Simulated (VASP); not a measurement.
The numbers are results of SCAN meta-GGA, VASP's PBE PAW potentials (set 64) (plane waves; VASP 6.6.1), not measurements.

A VASP calculation is set up with these files.

**POSCAR**
```
Tc
1
    1.3700000000    -2.3729100000     0.0000000000
    1.3700000000     2.3729100000     0.0000000000
    0.0000000000     0.0000000000     4.3900000000
Tc
2
Direct
  0.3333330000   0.6666670000   0.2500000000
  0.6666670000   0.3333330000   0.7500000000
```

**KPOINTS**
```
Automatic mesh
0
Gamma
14 14 8
0 0 0
```

**INCAR**
```
METAGGA = SCAN
LCHARG = .FALSE.
ISMEAR = 1   ! Methfessel-Paxton
LMIXTAU = .TRUE.
NELM = 100   ! most electronic steps
ENCUT = 520
LREAL = .FALSE.   ! projection in real space or not
IBRION = 2
LWAVE = .FALSE.
LMAXMIX = 4   ! l cut-off of mixed one-centre charges
PREC = Accurate
SYSTEM = Tc
EDIFF = 1E-6   ! SCF stop (eV)
NSW = 60   ! most ionic steps
SIGMA = 0.1
LASPH = .TRUE.   ! aspherical one-centre terms
ALGO = Normal   ! blocked Davidson
EDIFFG = -0.01   ! ionic stop
ISIF = 3
```

POTCAR, in this order: Tc_pv (PBE.64 set). Program: vasp_std.

Output of the run:

### OSZICAR
```
       N       E                     dE             d eps       ncg     rms          rms(c)
DAV:   1     0.266453530843E+03    0.26645E+03   -0.17289E+04  4096   0.166E+03
DAV:   2    -0.744513707505E+02   -0.34090E+03   -0.33751E+03  4437   0.470E+02
DAV:   3    -0.830727456612E+02   -0.86214E+01   -0.83947E+01  4915   0.866E+01
DAV:   4    -0.831575955603E+02   -0.84850E-01   -0.84001E-01  4463   0.836E+00
DAV:   5    -0.831584179753E+02   -0.82242E-03   -0.82232E-03  4591   0.780E-01    0.307E+01
DAV:   6    -0.710727185478E+02    0.12086E+02   -0.12972E+01  4203   0.430E+01    0.373E+00
DAV:   7    -0.690023000224E+02    0.20704E+01   -0.15440E+00  4643   0.989E+00    0.111E+00
DAV:   8    -0.704516484146E+02   -0.14493E+01   -0.81839E-01  4230   0.760E+00    0.172E+00
DAV:   9    -0.702162092018E+02    0.23544E+00   -0.64054E-01  4096   0.103E+01    0.951E-01
DAV:  10    -0.702395250088E+02   -0.23316E-01   -0.58373E-02  4141   0.312E+00    0.937E-01
DAV:  11    -0.701756389865E+02    0.63886E-01   -0.64479E-02  4105   0.305E+00    0.859E-01
DAV:  12    -0.702005107223E+02   -0.24872E-01   -0.74463E-03  4223   0.907E-01    0.605E-01
DAV:  13    -0.701282136524E+02    0.72297E-01   -0.21435E-01  4089   0.512E+00    0.414E-01
DAV:  14    -0.701278629892E+02    0.35066E-03   -0.29985E-03  4148   0.608E-01    0.397E-01
DAV:  15    -0.701295896128E+02   -0.17266E-02   -0.40846E-04  4219   0.239E-01    0.424E-01
DAV:  16    -0.701263856813E+02    0.32039E-02   -0.73866E-03  4244   0.880E-01    0.186E-01
DAV:  17    -0.701293648488E+02   -0.29792E-02   -0.36762E-03  4083   0.737E-01    0.178E-01
DAV:  18    -0.701295167139E+02   -0.15187E-03   -0.85438E-04  4084   0.354E-01    0.169E-01
DAV:  19    -0.701291447611E+02    0.37195E-03   -0.54870E-04  4166   0.289E-01    0.115E-01
DAV:  20    -0.701297621049E+02   -0.61734E-03   -0.50585E-04  4083   0.260E-01    0.904E-02
DAV:  21    -0.701297682722E+02   -0.61672E-05   -0.99702E-05  4162   0.118E-01    0.736E-02
DAV:  22    -0.701295901598E+02    0.17811E-03   -0.11193E-04  4154   0.118E-01    0.585E-02
DAV:  23    -0.701294744583E+02    0.11570E-03   -0.89885E-04  4188   0.342E-01    0.285E-03
DAV:  24    -0.701294998974E+02   -0.25439E-04   -0.33526E-05  4523   0.633E-02    0.794E-03
DAV:  25    -0.701294806515E+02    0.19246E-04   -0.31243E-05  4100   0.617E-02    0.280E-03
DAV:  26    -0.701294798034E+02    0.84812E-06   -0.39953E-06  4162   0.226E-02
   1 F= -.70129480E+02 E0= -.70129237E+02  d E =-.701295E+02
       N       E                     dE             d eps       ncg     rms          rms(c)
DAV:   1    -0.710055223632E+02   -0.87604E+00   -0.27195E+01  4145   0.633E+01    0.112E+01
DAV:   2    -0.701186641405E+02    0.88686E+00   -0.24302E+00  4139   0.172E+01    0.175E+00
DAV:   3    -0.700708282340E+02    0.47836E-01   -0.43672E-01  4322   0.684E+00    0.171E+00
DAV:   4    -0.700764637606E+02   -0.56355E-02   -0.86340E-02  4096   0.325E+00    0.239E-01
DAV:   5    -0.700835971882E+02   -0.71334E-02   -0.77418E-02  4216   0.303E+00    0.288E-01
DAV:   6    -0.700842018312E+02   -0.60464E-03   -0.65774E-03  4180   0.894E-01    0.903E-02
DAV:   7    -0.700856956048E+02   -0.14938E-02   -0.17573E-03  4138   0.441E-01    0.826E-02
DAV:   8    -0.700855826051E+02    0.11300E-03   -0.49659E-03  4114   0.798E-01    0.281E-02
DAV:   9    -0.700854134521E+02    0.16915E-03   -0.65784E-04  4081   0.301E-01    0.122E-02
DAV:  10    -0.700852972685E+02    0.11618E-03   -0.81182E-05  4144   0.112E-01    0.547E-03
DAV:  11    -0.700853070974E+02   -0.98289E-05   -0.98388E-06  4130   0.411E-02    0.310E-03
DAV:  12    -0.700853258683E+02   -0.18771E-04   -0.28272E-06  4055   0.203E-02    0.611E-04
DAV:  13    -0.700853206126E+02    0.52558E-05   -0.55830E-07  2045   0.894E-03    0.276E-04
DAV:  14    -0.700853222646E+02   -0.16520E-05   -0.18784E-07  2046   0.565E-03    0.139E-04
DAV:  15    -0.700853225545E+02   -0.28994E-06   -0.18505E-08  2044   0.144E-03
   2 F= -.70085323E+02 E0= -.70084990E+02  d E =0.441572E-01
       N       E                     dE             d eps       ncg     rms          rms(c)
DAV:   1    -0.706664498068E+02   -0.58113E+00   -0.16480E+01  4258   0.513E+01    0.781E+00
DAV:   2    -0.701422914207E+02    0.52416E+00   -0.16259E+00  4219   0.129E+01    0.122E+00
DAV:   3    -0.701257675357E+02    0.16524E-01   -0.19648E-01  4327   0.466E+00    0.976E-01
DAV:   4    -0.701206916072E+02    0.50759E-02   -0.63284E-02  4090   0.272E+00    0.231E-01
DAV:   5    -0.701347758639E+02   -0.14084E-01   -0.40972E-02  4101   0.243E+00    0.116E-01
DAV:   6    -0.701343211029E+02    0.45476E-03   -0.17680E-03  4183   0.527E-01    0.455E-02
DAV:   7    -0.701354617245E+02   -0.11406E-02   -0.19513E-03  4082   0.626E-01    0.151E-02
DAV:   8    -0.701343395969E+02    0.11221E-02   -0.22582E-03  4082   0.691E-01    0.148E-02
DAV:   9    -0.701343017035E+02    0.37893E-04   -0.12781E-04  4137   0.149E-01    0.549E-03
DAV:  10    -0.701343282680E+02   -0.26565E-04   -0.20215E-05  4208   0.549E-02    0.252E-03
DAV:  11    -0.701343243870E+02    0.38810E-05   -0.44046E-06  4148   0.231E-02    0.381E-03
DAV:  12    -0.701343090417E+02    0.15345E-04   -0.75765E-07  2044   0.101E-02    0.309E-04
DAV:  13    -0.701343141772E+02   -0.51356E-05   -0.13053E-07  2043   0.430E-03    0.351E-04
DAV:  14    -0.701343109207E+02    0.32565E-05   -0.43224E-08  2043   0.278E-03    0.934E-05
DAV:  15    -0.701343105010E+02    0.41972E-06   -0.19147E-08  2043   0.166E-03
   3 F= -.70134311E+02 E0= -.70134040E+02  d E =-.483070E-02
       N       E                     dE             d eps       ncg     rms          rms(c)
DAV:   1    -0.701354827548E+02   -0.11718E-02   -0.63291E-02  4080   0.224E+00    0.201E-01
DAV:   2    -0.701344037763E+02    0.10790E-02   -0.21151E-03  4267   0.423E-01    0.887E-02
DAV:   3    -0.701343119175E+02    0.91859E-04   -0.13290E-03  4096   0.438E-01    0.255E-02
DAV:   4    -0.701343571402E+02   -0.45223E-04   -0.14465E-04  4253   0.149E-01    0.155E-02
DAV:   5    -0.701343612738E+02   -0.41337E-05   -0.53088E-05  4083   0.862E-02    0.733E-03
DAV:   6    -0.701343712173E+02   -0.99434E-05   -0.99720E-05  4082   0.128E-01    0.376E-03
DAV:   7    -0.701343749546E+02   -0.37373E-05   -0.80907E-06  4118   0.326E-02    0.765E-04
DAV:   8    -0.701343694948E+02    0.54597E-05   -0.11914E-06  2270   0.131E-02    0.367E-04
DAV:   9    -0.701343712590E+02   -0.17642E-05   -0.18816E-07  2043   0.555E-03    0.177E-04
DAV:  10    -0.701343718108E+02   -0.55175E-06   -0.29311E-08  2043   0.197E-03
   4 F= -.70134372E+02 E0= -.70134116E+02  d E =-.613098E-04
       N       E                     dE             d eps       ncg     rms          rms(c)
DAV:   1    -0.701344961057E+02   -0.12485E-03   -0.63853E-03  4080   0.710E-01    0.639E-02
DAV:   2    -0.701343653384E+02    0.13077E-03   -0.21464E-04  4268   0.135E-01    0.281E-02
DAV:   3    -0.701344032924E+02   -0.37954E-04   -0.13648E-04  4114   0.140E-01    0.806E-03
DAV:   4    -0.701343899365E+02    0.13356E-04   -0.16465E-05  4235   0.501E-02    0.481E-03
DAV:   5    -0.701344017944E+02   -0.11858E-04   -0.56583E-06  4044   0.281E-02    0.248E-03
DAV:   6    -0.701343882604E+02    0.13534E-04   -0.10207E-05  4062   0.403E-02    0.114E-03
DAV:   7    -0.701343868380E+02    0.14224E-05   -0.70769E-07  2046   0.970E-03    0.224E-04
DAV:   8    -0.701343885231E+02   -0.16851E-05   -0.12086E-07  2043   0.387E-03    0.106E-04
DAV:   9    -0.701343874396E+02    0.10835E-05   -0.34473E-08  2043   0.240E-03    0.413E-05
DAV:  10    -0.701343875480E+02   -0.10847E-06   -0.63012E-09  2043   0.882E-04
   5 F= -.70134388E+02 E0= -.70134130E+02  d E =-.770470E-04
```

### OUTCAR
```
------------------------ aborting loop because EDIFF is reached ----------------------------------------
  FORCE on cell =-STRESS in cart. coord.  units (eV):
  Direction    XX          YY          ZZ          XY          YZ          ZX
  --------------------------------------------------------------------------------------
  Total        0.0002569      0.0002569      0.0042479      0.0000000      0.0000000      0.0000000
  in kB        0.0146030      0.0146030      0.2414725      0.0000000      0.0000000      0.0000000
  external PRESSURE =       0.0902262 kB  Pullay stress =       0.0000000 kB
  volume of cell :       28.18
      direct lattice vectors                 reciprocal lattice vectors
     1.362932226 -2.360668249 -0.000000000     0.366856099 -0.211804433 -0.000000000
     1.362932226  2.360668249  0.000000000     0.366856099  0.211804433 -0.000000000
     0.000000000  0.000000000  4.380009070     0.000000000 -0.000000000  0.228310029
 POSITION                                       TOTAL-FORCE (eV/Angst)
 -----------------------------------------------------------------------------------
      1.36293      0.78689      1.09500        -0.000000      0.000000      0.000000
      1.36293     -0.78689      3.28501         0.000000     -0.000000      0.000000
 -----------------------------------------------------------------------------------
    total drift:                               -0.000025      0.000607     -0.000043
  FREE ENERGIE OF THE ION-ELECTRON SYSTEM (eV)
  ---------------------------------------------------
  free  energy   TOTEN  =       -70.1343875480 eV

  energy  without entropy=      -70.1336156914  energy(sigma->0) =      -70.13413026

 reached required accuracy - stopping structural energy minimisation
```
(Selected blocks of OUTCAR.)

### CONTCAR
```
Tc
   1.00000000000000
     1.3629322255359266   -2.3606682494452316   -0.0000000000000000
     1.3629322255359266    2.3606682494452316    0.0000000000000000
     0.0000000000000000    0.0000000000000000    4.3800090704502521
  Tc
     2
Direct
     0.3333330000000032    0.6666669999999968    0.2500000000000000
     0.6666669999999968    0.3333330000000032    0.7500000000000000
```

File OUTCAR:
```
 val. band max:       12.6567701943   @ k =   0.0714   0.0000   0.1250

 cond. band min:      12.6706310161   @ k =   0.1429   0.0000   0.0000


 Fermi energy:        12.6627098189

 k-point     1 :       0.0000    0.0000    0.0000
  band No.  band energies     occupation
      1     -28.2108      2.00000
      2     -26.9351      2.00000
      3     -26.9349      2.00000
      4     -26.7248      2.00000
      5     -26.7247      2.00000
      6     -26.6847      2.00000
      7       4.6442      2.00000
      8       6.7812      2.00000
      9      11.0842      2.00000
     10      11.0845      2.00000
     11      11.0986      2.00000
     12      11.8410      2.00000
     13      11.8414      2.00000
     14      12.6362      1.43157
     15      12.6363      1.43070
     16      14.2101     -0.00000
     17      15.5315      0.00000

 k-point     2 :       0.0714    0.0000    0.0000
  band No.  band energies     occupation
      1     -28.1869      2.00000
      2     -26.9897      2.00000
      3     -26.9526      2.00000
      4     -26.7817      2.00000
      5     -26.7322      2.00000
      6     -26.6946      2.00000
      7       4.8517      2.00000
      8       6.9518      2.00000
      9      10.6267      2.00000
     10      11.2621      2.00000
     11      11.4896      2.00000
     12      11.7299      2.00000
     13      12.0068      2.00000
     14      12.3568      2.00013
     15      12.4960      2.04000
     16      13.2966     -0.00000
     17      15.6186      0.00000

 k-point     3 :       0.1429    0.0000    0.0000
  band No.  band energies     occupation
      1     -28.1174      2.00000
      2     -27.1429      2.00000
      3     -27.0006      2.00000
      4     -26.9381      2.00000
      5     -26.7544      2.00000
      6     -26.7245      2.00000
      7       5.4341      2.00000
      8       7.3876      2.00000
      9      10.1007      2.00000
     10      11.2989      2.00000
     11      11.3969      2.00000
...
```

The compound is Tc in the hcp structure. This run relaxes it. Symmetry was kept, so distortions that lower it aren't found.
